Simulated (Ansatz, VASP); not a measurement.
# BeGa2: VASP beside Ansatz, part 2 of 2

One calculation is typed for both programs; each brings its own data sets. How far apart do they land? The cell is generated by rule, not measured, and may not be a known phase. Of the first pair: The two relaxations start from unlike cells of this crystal (the structure described is Ansatz's start), so only their ends are compared.

VASP 6.6.1 and Ansatz 0.2.0.

So far: The starting structure; Ansatz: relaxation of cell and atoms, LDA, pair 1; VASP: relaxation of cell and atoms, LDA, pair 1; Differences.

## (5) VASP: relaxation of cell and atoms, LDA, pair 2

Level of this step: LDA; plane waves and PAW (Be, Ga_d); invented cell (VASP).

The relaxed volume is the usual yardstick between codes: in a stiff, nearly cubic crystal its relative difference is about their pressure difference at one cell divided by the bulk modulus. Its start cell is another than that of the pair before, and may be another structure of the material.

Contents of INCAR:

```
SYSTEM = BeGa2
PREC = Accurate
ENCUT = 600
EDIFF = 1E-07
NELM = 120
ISMEAR = 1
SIGMA = 0.2
LREAL = .FALSE.
ALGO = Normal
GGA = CA
NBANDS = 20
LORBIT = 11
LWAVE = .FALSE.
LCHARG = .FALSE.
ISIF = 3
IBRION = 2
NSW = 80
EDIFFG = -0.005
LASPH = .TRUE.
GGA_COMPAT = .FALSE.
NELMIN = 4
KPAR = 2
```

Contents of POSCAR:

```
BeGa2
1.0
    4.4052120000     -0.0000040000      0.0000000000
   -2.2026030000      3.8150270000      0.0000000000
    0.0000000000      0.0000000000      2.5589800000
Be Ga
1 2
Direct
    0.0000000000      0.0000000000      0.0000000000
    0.3333333333      0.6666666667      0.5000000000
    0.6666666667      0.3333333333      0.5000000000
```

Contents of KPOINTS:

```
Automatic mesh
0
Gamma
12 12 16
0 0 0
```

The projector-augmented-wave data sets are Be and Ga_d (LDA family, release 64).

Launch:

```bash
> mpirun -np 2 vasp_std
```

Numbers of over 12 decimals in the logs are rounded to 6 here.

Log:

```text
[... set-up lines as in an earlier step ...]
 entering main loop
       N       E                     dE             d eps       ncg     rms          rms(c)
DAV:   1     0.150347731657E+03    0.15035E+03   -0.15695E+04  6988   0.278E+03
DAV:   2     0.304840130968E+01   -0.14730E+03   -0.14335E+03  7060   0.430E+02
DAV:   3    -0.100363457770E+02   -0.13085E+02   -0.12879E+02  7740   0.106E+02
DAV:   4    -0.102745420493E+02   -0.23820E+00   -0.23764E+00  8180   0.151E+01
[...]
DAV:  10    -0.101628415881E+02    0.93490E-06   -0.72960E-06  8524   0.407E-02    0.383E-03
DAV:  11    -0.101628413948E+02    0.19336E-06   -0.90472E-07  7284   0.662E-03    0.394E-04
DAV:  12    -0.101628413927E+02    0.20900E-08   -0.69476E-08  4964   0.223E-03
   1 F= -.10162841E+02 E0= -.10163258E+02  d E =-.101628E+02
[...]
2 F= -.10163067E+02 E0= -.10163427E+02  d E =-.225114E-03
[...]
3 F= -.10163067E+02 E0= -.10163427E+02  d E =-.225507E-03
[...]
4 F= -.10163082E+02 E0= -.10163401E+02  d E =-.152133E-04
 trial-energy change:   -0.000015  1 .order   -0.000016   -0.000022   -0.000010
 step:   1.7732(harm=  1.7732)  dis= 0.00000  next Energy=   -10.163087 (dE=-0.198E-04)
 reached required accuracy - stopping structural energy minimisation
```

OUTCAR, selected parts (step 5):

```text
  Total        0.0048520      0.0048520     -0.0144497     -0.0000000      0.0000000      0.0000000
  in kB        0.1800082      0.1800082     -0.5360862     -0.0000000      0.0000000      0.0000000
  external PRESSURE =      -0.0586899 kB  Pullay stress =       0.0000000 kB

 POSITION                                       TOTAL-FORCE (eV/Angst)
 -----------------------------------------------------------------------------------
      4.41402     -0.00000      2.55939        -0.000000      0.000000     -0.000000
      0.00000      2.54844      1.27969         0.000000     -0.000000      0.000000
      2.20701      1.27422      1.27969        -0.000000      0.000000     -0.000000
 -----------------------------------------------------------------------------------
    total drift:                                0.000000      0.000000     -0.000000

  FREE ENERGIE OF THE ION-ELECTRON SYSTEM (eV)
  ---------------------------------------------------
  free  energy   TOTEN  =       -10.1630821133 eV

  energy  without entropy=      -10.1640400088  energy(sigma->0) =      -10.16340141

[... 1 part as in an earlier step ...]

[... 3 further parts left out ...]
[key lines of the parts left out:]
E-fermi :   6.4250
```

## (6) Ansatz: relaxation of cell and atoms, LDA, pair 2

The same cell, functional (in two slightly different forms), mesh and smearing now go to Ansatz, which takes its cutoff from its data sets.

The cell is taken from a series of runs on this material, whose earlier steps may have relaxed, scaled, displaced or heated it; both programs get it as it stands.

Contents of input.yaml:

```yaml
crystal:
  lattice:
    - [4.4052116158, -3.7471e-06, 0.0]
    - [-2.2026025628, 3.8150270418, 0.0]
    - [0.0, 0.0, 2.5589797663]
  atoms:
    - { symbol: Be, position: [0.0, 0.0, 0.0] }
    - { symbol: Ga, position: [0.3333333333, 0.6666666667, 0.5] }
    - { symbol: Ga, position: [0.6666666667, 0.3333333333, 0.5] }
kpoints:
  mp_grid: { grid: [12, 12, 16] }
hamiltonian:
  xc: lda
  pseudopotentials: { kind: nc }
scf:
  occupations: { method: methfessel_paxton, width: 0.2 }
output:
  forces: true
  stress: true
  eigenvalues: true
relax:
  adjacent_minimum: "off"
  f_tol: 0.001
  max_steps: 60
  cell: { stress_tol: 0.01 }
```

Launch:

```bash
> ansatz run input.yaml --threads 8 --pin off --max-ram 14336MiB --backend cpu --events-out ev --progress --plain --runs-dir out
```

Log:

```text
[...]
Crystal: 3 atoms, lattice volume = 43.006 Å³
Basis set: ecut = 1197.300995 eV, 4011 PW (Γ)
Bands: 19, of which v1, the nominal top of the filled ones, is band 15 counted from 1 (14 counted from 0)
Symmetry: 24 space group operations
[...]
k-points: 171 of 2304
[...]
--- Relaxed structure (3 steps of the walk, 3 accepted, 1 SCFs on fresh bases) ---
[...]
cell:  # Å, volume = 43.0202 Å³
    - [4.408580, -3.7499748756713178e-6, 0]
    - [-2.204287, 3.817944, 0]
    - [0, 0, 2.555901]
  atoms:
    - { symbol: Be, position: [0, 0, 0] }
    - { symbol: Ga, position: [0.333333, 0.666667, 0.500000] }
    - { symbol: Ga, position: [0.666667, 0.333333, 0.500000] }
[key lines of the parts left out:]
SCF converged after 4 iterations
Free energy (F): -4531.054197 eV
Fermi energy:    11.370573 eV
P = ⅓ Tr σ = -0.0002 GPa (-0.002 kbar)
```

## (7) Differences

What differs besides the data sets and the points named for the pairs above, as far as they apply: the data sets hold 30 valence electrons in Ansatz (on norm-conserving files, of PseudoDojo where its log says so) and 28 in VASP. Total energies have different zeros and are not compared.

Both answers:

```
                                         quantity  Ansatz   VASP  difference
                                      volume (Å³)   43.02  43.19     -0.38 %
edge a after relaxation, in the typed setting (Å)   4.409  4.414     -0.12 %
edge c after relaxation, in the typed setting (Å)   2.556  2.559     -0.14 %
```

## (8) Ansatz: relaxation of cell and atoms, LDA, pair 3

The relaxed volume is the usual yardstick between codes: in a stiff, nearly cubic crystal its relative difference is about their pressure difference at one cell divided by the bulk modulus.

The cell is taken from a series of runs on this material, whose earlier steps may have relaxed, scaled, displaced or heated it; both programs get it as it stands.

Contents of input.yaml:

```yaml
crystal:
  lattice:
    - [4.2870593706, -3.6466e-06, 0.0]
    - [-2.1435265273, 3.7127041458, 0.0]
    - [0.0, 0.0, 2.7052686695]
  atoms:
    - { symbol: Be, position: [0.0, 0.0, 0.0] }
    - { symbol: Ga, position: [0.3333333333, 0.6666666667, 0.5] }
    - { symbol: Ga, position: [0.6666666667, 0.3333333333, 0.5] }
kpoints:
  mp_grid: { grid: [12, 12, 16] }
hamiltonian:
  xc: lda
  pseudopotentials: { kind: nc }
scf:
  occupations: { method: gaussian, width: 0.1 }
output:
  forces: true
  stress: true
  eigenvalues: true
  write_density: true
  write_potential: true
  elf: true
  volumetric_format: npy
relax:
  adjacent_minimum: "off"
  f_tol: 0.005
  max_steps: 80
  cell: { stress_tol: 0.05 }
```

Log:

```text
[...]
Crystal: 3 atoms, lattice volume = 43.059 Å³
Basis set: ecut = 1197.300995 eV, 4023 PW (Γ)
Bands: 19, of which v1, the nominal top of the filled ones, is band 15 counted from 1 (14 counted from 0)
Symmetry: 24 space group operations
[...]
k-points: 171 of 2304
[...]
--- Relaxed structure (7 steps of the walk, 7 accepted, 1 SCFs on fresh bases) ---
[...]
cell:  # Å, volume = 43.0062 Å³
    - [4.405212, -3.7470724344829242e-6, 0]
    - [-2.202603, 3.815027, -1.821573245360339e-18]
    - [0, -1.3272926784334969e-18, 2.558980]
  atoms:
    - { symbol: Be, position: [0, 0, 0] }
    - { symbol: Ga, position: [0.333333, 0.666667, 0.500000] }
    - { symbol: Ga, position: [0.666667, 0.333333, 0.500000] }
[key lines of the parts left out:]
SCF converged after 4 iterations
Free energy (F): -4531.056385 eV
Fermi energy:    11.373597 eV
P = ⅓ Tr σ = 0.0108 GPa (0.108 kbar)
```

## (9) VASP: relaxation of cell and atoms, LDA, pair 3

The same cell, functional (in two slightly different forms), mesh and smearing now go to VASP, with its own data sets.

INCAR, as its differences from that of step 5:

```diff
@@ -5,4 +5,4 @@
 NELM = 120
-ISMEAR = 1
-SIGMA = 0.2
+ISMEAR = 0
+SIGMA = 0.1
 LREAL = .FALSE.
```

Contents of POSCAR:

```
BeGa2
1.0
    4.2870590000     -0.0000040000      0.0000000000
   -2.1435270000      3.7127040000      0.0000000000
    0.0000000000      0.0000000000      2.7052690000
Be Ga
1 2
Direct
    0.0000000000      0.0000000000      0.0000000000
    0.3333334560      0.6666667564      0.4999998152
    0.6666669120      0.3333335129      0.4999998152
```

KPOINTS is that of step 5.

Launch:

```bash
> mpirun -np 2 vasp_std
```

Log:

```text
[... set-up lines as in an earlier step ...]
 entering main loop
       N       E                     dE             d eps       ncg     rms          rms(c)
DAV:   1     0.152048078962E+03    0.15205E+03   -0.15694E+04  7060   0.277E+03
DAV:   2     0.324825119907E+01   -0.14880E+03   -0.14494E+03  7024   0.436E+02
DAV:   3    -0.995961994644E+01   -0.13208E+02   -0.13002E+02  7768   0.106E+02
DAV:   4    -0.102026659468E+02   -0.24305E+00   -0.24228E+00  8164   0.152E+01
[...]
DAV:  10    -0.100864684856E+02    0.26024E-05   -0.15533E-05  8504   0.601E-02    0.351E-03
DAV:  11    -0.100864683718E+02    0.11381E-06   -0.12237E-06  7492   0.849E-03    0.650E-04
DAV:  12    -0.100864683733E+02   -0.15261E-08   -0.10995E-07  5296   0.358E-03
   1 F= -.10086468E+02 E0= -.10084244E+02  d E =-.100865E+02
[... from here on, the cycles between the ionic steps are left out ...]
   2 F= -.10134963E+02 E0= -.10132957E+02  d E =-.484944E-01
   3 F= -.10135968E+02 E0= -.10133601E+02  d E =-.494994E-01
   4 F= -.10164487E+02 E0= -.10161939E+02  d E =-.780182E-01
   5 F= -.10165077E+02 E0= -.10162902E+02  d E =-.786083E-01
   6 F= -.10165088E+02 E0= -.10163085E+02  d E =-.786194E-01
   7 F= -.10165275E+02 E0= -.10163244E+02  d E =-.186768E-03
   8 F= -.10165301E+02 E0= -.10163277E+02  d E =-.212738E-03
[...]
reached required accuracy - stopping structural energy minimisation
```

Parts of OUTCAR (step 9):

```text
  Total       -0.0007988     -0.0007988     -0.0034222      0.0000000     -0.0000000      0.0000000
  in kB       -0.0296355     -0.0296355     -0.1269598      0.0000000     -0.0000000      0.0000000
  external PRESSURE =      -0.0620770 kB  Pullay stress =       0.0000000 kB

 POSITION                                       TOTAL-FORCE (eV/Angst)
 -----------------------------------------------------------------------------------
      0.00000      0.00000      0.00000        -0.000000      0.000000      0.000000
      0.00000      2.54723      1.28093        -0.000000      0.000000      0.000000
      2.20597      1.27361      1.28093         0.000000     -0.000000      0.000000
 -----------------------------------------------------------------------------------
    total drift:                               -0.000352     -0.000352      0.000256

  FREE ENERGIE OF THE ION-ELECTRON SYSTEM (eV)
  ---------------------------------------------------
  free  energy   TOTEN  =       -10.1653005384 eV

  energy  without entropy=      -10.1612540122  energy(sigma->0) =      -10.16327728

[... 2 parts as in an earlier step ...]

[... 2 further parts left out ...]
[key lines of the parts left out:]
E-fermi :   6.4227
```

## (10) Side by side

What differs besides the data sets and the points named for the pairs above, as far as they apply: the data sets hold 30 valence electrons in Ansatz (on norm-conserving files, of PseudoDojo where its log says so) and 28 in VASP. Total energies have different zeros and are not compared.

Compared:

```
                                         quantity  Ansatz   VASP  difference
                                      volume (Å³)   43.01  43.19     -0.42 %
edge a after relaxation, in the typed setting (Å)   4.405  4.412     -0.15 %
edge c after relaxation, in the typed setting (Å)   2.559  2.562     -0.11 %
```

## (11) What came out

| Quantity | Value |
| --- | --- |
| difference in volume (relaxation of cell and atoms, LDA, pair 1) | -0.47 % |
| difference in volume (relaxation of cell and atoms, LDA, pair 2) | -0.38 % |
| difference in volume (relaxation of cell and atoms, LDA, pair 3) | -0.42 % |

In words: The difference in volume is -0.47 % (relaxation of cell and atoms, LDA, pair 1), within the 1.2 % picked in this series as the mark of a large difference, as far as the stopping tolerances let one tell. The data sets hold unlike numbers of valence electrons (30 in Ansatz and 28 in VASP), so part of the differences comes from the potentials. 2 further runs of this series are not shown here. How closely two codes agree says nothing of how well the functional describes the real material.

[Lines on the potential files, build, host, timing and source positions are cut from VASP's logs without a mark.]

[Logs are printed without paths, hosts, clocks, repeated set-up lines and the standing remarks that a program may print on its own settings, such as how far it seeks lower states.]

[Hosts, paths, dates, database ids (printed as entryN), source tags and the programs' standing remarks are cut or masked in the printed files.]
